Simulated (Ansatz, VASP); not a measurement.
LiAl7: VASP beside Ansatz

File INCAR:

```
PREC     = Accurate       # precision mode
ENCUT    = 600            # plane-wave cutoff, eV
EDIFF    = 1E-7           # SCF threshold, eV
ISMEAR   = 0              # smearing method
SIGMA    = 0.1            # smearing width, eV
LREAL    = F              # projectors in reciprocal space
LASPH    = T              # aspherical terms in the spheres
NELM     = 100            # most SCF steps
ALGO     = Normal         # electronic algorithm
ISIF     = 3              # what is computed and relaxed
LWAVE    = F              # write WAVECAR
LCHARG   = F              # write CHGCAR
GGA      = PE             # functional
IBRION   = 2              # ionic algorithm
NSW      = 100            # ionic steps
EDIFFG   = -0.01          # ionic threshold
```

File KPOINTS:

```
regular mesh
0
Gamma
  8 8 8
```

Contents of POSCAR:

```
LiAl7
1.0
    0.0000000000      4.4720904925      4.4720904925
    4.4720904925      0.0000000000      4.4720904925
    4.4720904925      4.4720904925      0.0000000000
Li Al
1 7
Direct
    0.0000000000      0.0000000000      0.0000000000
    0.4630094112      0.0369905888      0.0369905888
    0.0369905888      0.4630094112      0.4630094112
    0.0369905888      0.0369905888      0.4630094112
    0.4630094112      0.4630094112      0.0369905888
    0.4630094112      0.0369905888      0.4630094112
    0.0369905888      0.4630094112      0.0369905888
    0.7500000000      0.7500000000      0.7500000000
```

Input for Ansatz:

```yaml
crystal:
  lattice:
    - [0.0, 4.4720904925, 4.4720904925]
    - [4.4720904925, 0.0, 4.4720904925]
    - [4.4720904925, 4.4720904925, 0.0]
  atoms:
    - { symbol: Li, position: [0.0, 0.0, 0.0] }
    - { symbol: Al, position: [0.4630094112, 0.0369905888, 0.0369905888] }
    - { symbol: Al, position: [0.0369905888, 0.4630094112, 0.4630094112] }
    - { symbol: Al, position: [0.0369905888, 0.0369905888, 0.4630094112] }
    - { symbol: Al, position: [0.4630094112, 0.4630094112, 0.0369905888] }
    - { symbol: Al, position: [0.4630094112, 0.0369905888, 0.4630094112] }
    - { symbol: Al, position: [0.0369905888, 0.4630094112, 0.0369905888] }
    - { symbol: Al, position: [0.75, 0.75, 0.75] }
basis:
  ecutwfc: 420
kpoints:
  mp_grid: { grid: [8, 8, 8] }
hamiltonian:
  xc: pbe
scf:
  occupations: { method: gaussian, width: 0.1 }
output:
  forces: true
  stress: true
  eigenvalues: true
  write_density: true
  write_potential: true
  elf: true
  volumetric_format: npy
relax:
  adjacent_minimum: "off"
  f_tol: 0.01
  max_steps: 80
  cell: { stress_tol: 0.05 }
```

Alike in both runs: task relaxation of cell and atoms; functional PBE; k mesh 8 × 8 × 8; occupations gaussian, width 0.1 eV; no spin polarisation.

|  | VASP | Ansatz |
| --- | --- | --- |
| version | VASP 6.6.1 | Ansatz 0.2.0 |
| potentials or method | VASP PAW PBE potentials, release 64 (Li_sv, Al) | scalar-relativistic, plane waves, PAW |
| plane-wave cutoff (eV) | 600 | 420 |
| valence electrons in the cell | 24 | 24 |

|  | VASP | Ansatz | Ansatz less VASP |
| --- | --- | --- | --- |
| gap on the k mesh at the Fermi level, each at its own relaxed structure (eV) | none | none | - |
| relaxed volume (Å³/atom) | 22.36 | 22.37 | +0.010 |
| relaxed cell length with the largest relative difference (Å) | 6.324 | 6.325 | +0.0010 |

A gap of «none» marks a metal or a gap that the smearing closes.

Caveats: the cutoff is under 1.25 times the usual one of these potentials, so pressure, stress and relaxed cells hold a basis-set (Pulay) error (VASP).
